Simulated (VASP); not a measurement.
RhPb, 6 atoms in the cell. It takes space group P6/mmm (No. 191, hexagonal). Conventional cell: a = 5.711 Å, b = 5.711 Å, c = 4.465 Å, α = 90.00°, β = 90.00°, γ = 120.00°. Rh (site symmetry mmm) is surrounded by 6 Pb at 2.78 to 2.86 Å and 4 Rh at 2.86 Å. Around Pb (site symmetry -6m2) lie 6 Rh at 2.78 Å. Pb (site symmetry 6/mmm) is surrounded by 6 Rh at 2.86 Å. 

| Property | Result |
| --- | --- |
| Program | VASP 6.6.1 |
| Task | relaxation of cell and atoms |
| Functional | r2SCAN |
| Potentials or basis | VASP PAW PBE potentials, release 64 (Rh_pv, Pb_d) |
| Cutoff | 600 eV |
| k mesh | 9 × 9 × 8 |
| Occupations | methfessel-paxton, width 0.1 eV |
| Spin | no spin polarisation |
| Further INCAR settings | ALGO = Normal; EDIFF = 1e-07; IBRION = 2; EDIFFG = -0.005; NSW = 90; ISIF = 3 |

Potentials or basis: VASP PAW PBE potentials, release 64 (Rh_pv, Pb_d).

Run with:

```console
$ cat potpaw_PBE.64/Rh_pv/POTCAR potpaw_PBE.64/Pb_d/POTCAR > POTCAR
$ mpirun -np 2 vasp_std > vasp.out
```

Hardware: 2 MPI ranks on Intel(R) Xeon(R) Platinum 8488C (Sapphire Rapids), with other jobs on the host.

Task: How long does it take, and how much memory?

Result: Run time: 24 min on 2 MPI ranks on Intel(R) Xeon(R) Platinum 8488C (Sapphire Rapids), with other jobs on the host, peak memory 0.56 GiB a rank. Counts: scf iterations 42, k points 60, ion steps 3.
